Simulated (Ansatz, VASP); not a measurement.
# CoSi2 in two plane-wave programs, part 2 of 2

Aim: how closely do two programs agree when they are given the same cell, functional and k mesh? The cell is taken from a series of runs on this material, whose earlier steps may have relaxed, scaled, displaced or heated it; both programs get it as it stands.

VASP 6.6.1 and Ansatz 0.2.0.

So far: The structure; VASP: zone-centre phonons, LDA.

## (3) Ansatz: zone-centre phonons, LDA

Level of this step: Ansatz beside VASP: Kohn-Sham DFT, plane waves, LDA (Ansatz).

Ansatz runs on its PAW soft_1 files.

The same cell, functional (in two slightly different forms), mesh and smearing now go to Ansatz, which takes its cutoff from its data sets.

Contents of input.yaml:

```yaml
crystal:
  lattice:
    - [0.0, 2.6193311116, 2.6193311116]
    - [2.6193311116, 0.0, 2.6193311116]
    - [2.6193311116, 2.6193311116, 0.0]
  atoms:
    - { symbol: Si, position: [0.25, 0.25, 0.25] }
    - { symbol: Si, position: [0.75, 0.75, 0.75] }
    - { symbol: Co, position: [0.0, 0.0, 0.0] }
kpoints:
  mp_grid: { grid: [16, 16, 16] }
hamiltonian:
  xc: lda
  pseudopotentials: { kind: paw, azcp: { folder: soft_1 }, xc_functional: pbe }
scf:
  occupations: { method: methfessel_paxton, width: 0.2 }
output:
  eigenvalues: true
phonons:
  method: dfpt
```

The run is started by

```sh
> ansatz run input.yaml --threads 4 --pin off --max-ram 10240MiB --backend cpu --events-out ev --progress --plain --runs-dir out
```

Numbers of over 12 decimals in the logs are rounded to 6 here.

What it wrote:

```text
zone centre: on kpoints.mp_grid the ground state, and the responses unless they are solved on pairs of k-points, stand on 349 of the mesh's 4096 k-points, reduced under 8 symmetry operations, with k and −k counted as one. Each operation leaves every solved displacement unchanged or reverses it
Engine: ansatz 0.2.0, x86_64-unknown-linux-gnu
Pseudopotentials: kind: paw
Pseudopotential: Si, paw, valence charge 4, recommended cutoff 420 eV (normal), soft_1/Si.paw.azcp
Pseudopotential: Co, paw, valence charge 17, recommended cutoff 420 eV (normal), soft_1/Co.paw.azcp
Functional definition: SPW92
  exchange = slater_x
  correlation = pw_c
Crystal: 3 atoms, lattice volume = 35.942 Å³
Basis set: ecut = 420 eV, 725 PW (Γ), exchange–correlation on 50×50×50 points (8 copies of the dense FFT grid, shifted against one another)
Bands: 17, of which v1, the nominal top of the filled ones, is band 13 counted from 1 (12 counted from 0)
Symmetry: 48 space group operations
k-points: 349 of 4096 (irreducible under 8 space group operations, time reversal used)
Non-local potential: Si, projectors of the file, l = 0: 2, l = 1: 2, l = 2: 1
Non-local potential: Co, projectors of the file, l = 0: 3, l = 1: 2, l = 2: 3, l = 3: 1
PAW form: soft (Blöchl's): semilocal exchange-correlation on the pseudo side does not see the compensation charge
PAW frozen core: Si, regenerated for the run's functional, and the local potential with it (the file was generated under x = pbe(κ = 0.804, μ = 0.219515), c = pbe(β = 0.066725))
PAW frozen core: Co, regenerated for the run's functional, and the local potential with it (the file was generated under x = pbe(κ = 0.804, μ = 0.219515), c = pbe(β = 0.066725))
PAW one-centre angular grid: Si, 110 points (default); XC on 64 Gauss nodes
PAW one-centre angular grid: Co, 590 points (default); XC on 64 Gauss nodes
Initial density: superposition of atomic densities (chi_scale 0.1, normalization cell, long waves kept (reshape's long-wave potential 0.00 eV rms))
Initial wavefunctions: pseudopotential atomic-orbital guess
Functional: x = slater, c = lda
SCF iter   1: F=—  HF=-6283.204852 eV  |F-HF|=—  |Δ(HF+E_count)|=         —  Δρ=1.38e-1  dr2=7.84e0  ethr=3.10e-3  ⟨swp⟩=5.0  Hψ=30226  notcnv=0
preconditioner: auto → Kerker (q_TF=auto, 2.568 Å⁻¹)  [metal: Δε(μ)=0.043 eV  Ē_g=9.226 eV  σ=0.200 eV  W_gap=0.18  n_scr=14 (ndim 8)  ℏωp=25.5 eV  f_vac=0.000  D(μ)=0.91/eV (n_scr^D=8)]
SCF iter   2: F=—  HF=-6282.440158 eV  |F-HF|=—  |Δ(HF+E_count)|=   7.65e-1  S|Δr|=    0.00e0  Δρ=6.00e-2  dr2=2.03e0  ethr=3.10e-3  ⟨swp⟩=2.6  Hψ=12237  notcnv=0  defer=77
SCF iter   3: F=—  HF=-6281.952379 eV  |F-HF|=—  |Δ(HF+E_count)|=   4.88e-1  S|Δr|=    0.00e0  Δρ=2.29e-2  dr2=2.51e-1  ethr=3.10e-3  ⟨swp⟩=2.1  Hψ=10358  notcnv=0  defer=77
SCF iter   4: F=—  HF=-6281.919021 eV  |F-HF|=—  |Δ(HF+E_count)|=   3.34e-2  S|Δr|=    0.00e0  Δρ=1.02e-2  dr2=2.71e-2  ethr=1.00e-3  ⟨swp⟩=1.7  Hψ=9041  notcnv=0  defer=73
SCF iter   5: F=—  HF=-6281.917457 eV  |F-HF|=—  |Δ(HF+E_count)|=   1.56e-3  S|Δr|=    0.00e0  Δρ=4.02e-3  dr2=6.78e-3  ethr=1.08e-4  ⟨swp⟩=1.1  Hψ=6182  notcnv=0  defer=73
SCF iter   6: F=—  HF=-6281.916402 eV  |F-HF|=—  |Δ(HF+E_count)|=   1.05e-3  S|Δr|=    0.00e0  Δρ=1.02e-3  dr2=5.81e-4  ethr=2.71e-5  ⟨swp⟩=1.0  Hψ=5895  notcnv=0  defer=73
SCF iter   7: F=—  HF=-6281.916278 eV  |F-HF|=—  |Δ(HF+E_count)|=   1.25e-4  S|Δr|=    0.00e0  Δρ=1.48e-4  dr2=1.28e-5  ethr=2.32e-6  ⟨swp⟩=2.1  Hψ=8804  notcnv=0  defer=73
SCF iter   8: F=—  HF=-6281.916274 eV  |F-HF|=—  |Δ(HF+E_count)|=   4.08e-6  S|Δr|=    0.00e0  Δρ=1.33e-5  dr2=8.83e-8  ethr=5.13e-8  ⟨swp⟩=2.4  Hψ=7724  notcnv=0  defer=73
SCF iter   9: F=—  HF=-6281.916275 eV  |F-HF|=—  |Δ(HF+E_count)|=   1.04e-6  S|Δr|=    0.00e0  Δρ=2.37e-6  dr2=2.27e-9  ethr=3.53e-10  ⟨swp⟩=2.2  Hψ=8771  notcnv=0  defer=73
SCF iter  10: F=-6281.916275 eV  HF=-6281.916275 eV  |F-HF|=4.55e-12  |Δ(HF+E_count)|=  4.67e-10  S|Δr|=    0.00e0  Δρ=1.95e-7  dr2=7.49e-12  ethr=1.00e-12  ⟨swp⟩=5.8  Hψ=32079  notcnv=0
the search or the solves at the SCF's close seem to have found levels that the self-consistency loop had missed (the run counts 2). By its estimate they hold under 1e-12 electrons; where the run keeps them, the occupations were computed again with them
SCF 1 converged in 10 iterations: F = -6281.916275 eV  dr2 = 7.49e-12
  greatest PAW one-centre occupation: 1.001 electrons in one spin orbital (limit 2), on the Co atom at site 2 (counted from 0), in its partial waves of l = 1
DFPT response loops at Γ: preconditioner auto → Kerker (q_TF=auto, 2.568 Å⁻¹) (partly filled bands, converged f_vac=0.000); β = 1.00, the filter's whole step (`scf.mixing.beta` (0.50) is not read by the response loops under this deck's `scf.mixing.preconditioner`; to damp them name `kerker` or `kerker_dos`, under which they read `scf.mixing.beta`, and type it under 1.00, their step now; both keys bind the ground state too); Broyden in place of MSR1
SCF converged after 10 iterations
Stability not checked: this state was not tested for a lower state beside it, because cold or Methfessel-Paxton smearing, or corrected tetrahedra, fill the levels in a way that the test cannot read (fill_not_monotonic; see scf.lower_state_search)
Free energy (F): -6281.916275 eV
Harris-Foulkes:  -6281.916275 eV  (|F-HF|=4.55e-12)
Internal energy: -6281.917041 eV  (E = F + TS)
E sigma→0 (E₀):  -6281.916466 eV
Entropy (-TS):   0.000766 eV (0.255 meV/atom)
Fermi energy:    13.690242 eV
--- Per-component energies (eV) ---
  E_band       = -264.473776
  E_kinetic    = 389.567935
  E_local      = -3841.714634  (includes V_loc(G=0)·N_el)
  E_nonlocal   = 486.939031
  E_hartree    = 1745.015338
  E_xc         = -210.484683
  E_vxc        = -223.584913  (∫ρ·V_xc dr)
  E_paw        = -2481.410085  (= ΣΔE_a)
  E_vpaw       = -565.711852  (= ΣTr[D̂ρ^β])
  E_aug_tail   = 0.000022  (compensation charges beyond the density's cutoff)
  E_ewald      = -2370.416879
  E_core_change = 0.586913  (= ΣΔE_core)
  E_smearing   = 0.000766  (= −TS)
  E_closure    = 0.000000  (closes the sum)
  Σ components = -6281.916275   (vs F -6281.916275, Δ=0.00e0)
--- Band table (eV; the first three rows and the last of 349) ---
  k-point 0: bands = [... 9 lower, 11.5692, 15.0303, 17.1854, 17.1854, 17.1854, 17.4083, 17.4083, 17.4083]
  k-point 1: bands = [... 9 lower, 11.5493, 15.0483, 16.1431, 16.6986, 16.6986, 17.9309, 17.9309, 18.5211]
  k-point 2: bands = [... 9 lower, 11.4990, 14.5442, 15.7569, 16.1347, 16.1347, 18.4222, 18.4222, 19.1017]
  k-point 348: bands = [... 9 lower, 11.1906, 11.5200, 12.0833, 12.9611, 17.6335, 17.6335, 19.5979, 20.5533]
--- Phonons (Γ-DFPT): 2 representative perturbations + reference, on 349 of 4096 k-points (Σ response iterations 6) ---
  k mesh reduced under 8 symmetry operations, with k and −k counted as one. Each operation leaves every solved displacement unchanged or reverses it
  ASR residual: 5.185e-5 → 0.000e0 eV/Å²; symmetrization residual: 6.099e-7 eV/Å²
  ASR residual per site (eV/Å²): 5.18e-5 5.18e-5 1.53e-5
  Γ frequencies (cm⁻¹): 0.00 0.00 0.00 361.70 361.70 361.70 362.11 362.11 362.11
  non-analytic LO–TO correction: not included (Born effective charges unavailable; polar crystals: no LO–TO splitting at Γ)
```

In the SCF lines HF is the Harris–Foulkes energy and dr2 the Hartree energy of the density residual, in eV; the loop may stop once dr2 is under the threshold and the program's other checks hold. Hψ counts applications of the Hamiltonian.

## (4) Differences

Known differences besides the potentials themselves: the data sets hold 25 valence electrons in Ansatz (on its PAW soft_1 files) and 17 in VASP; the cutoff is 420 eV in Ansatz and 600 eV in VASP; VASP's log shows a relativistic correction to its local exchange, Ansatz's none. Total energies have different zeros and are not compared.

Compared:

```tsv
quantity	Ansatz	VASP	difference
optical mode 1 to 3 (cm⁻¹)	361.7	362.3	-0.18 %
optical mode 4 to 6 (cm⁻¹)	362.1	364.5	-0.66 %
```

Modes are paired by rising frequency, not by their patterns, so a pair may set unlike modes beside each other; they are those without the splitting of longitudinal modes.

## (5) Summary of results

- r.m.s. difference of the optical zone-centre modes, each program's sorted by frequency (zone-centre phonons, LDA): 1.8 cm⁻¹
- difference in optical mode 4 to 6 (zone-centre phonons, LDA): -0.7 %

What this shows: The r.m.s. difference of the optical zone-centre modes, each program's sorted by frequency is 1.8 cm⁻¹ (zone-centre phonons, LDA). The data sets hold unlike numbers of valence electrons (25 in Ansatz and 17 in VASP), so part of the differences comes from the potentials. Among the rows given in per cent, the largest difference of the zone-centre phonons, LDA pair is in optical mode 4 to 6, -0.7 %. How closely two codes agree says nothing of how well the functional describes the real material.

[Lines on the potential files, build, host, timing and source positions are cut from VASP's logs without a mark.]

[Logs are printed without paths, hosts, clocks, repeated set-up lines and the standing remarks that a program may print on its own settings, such as how far it seeks lower states.]

[Hosts, paths, dates, database ids (printed as entryN), source tags and the programs' standing remarks are cut or masked in the printed files.]
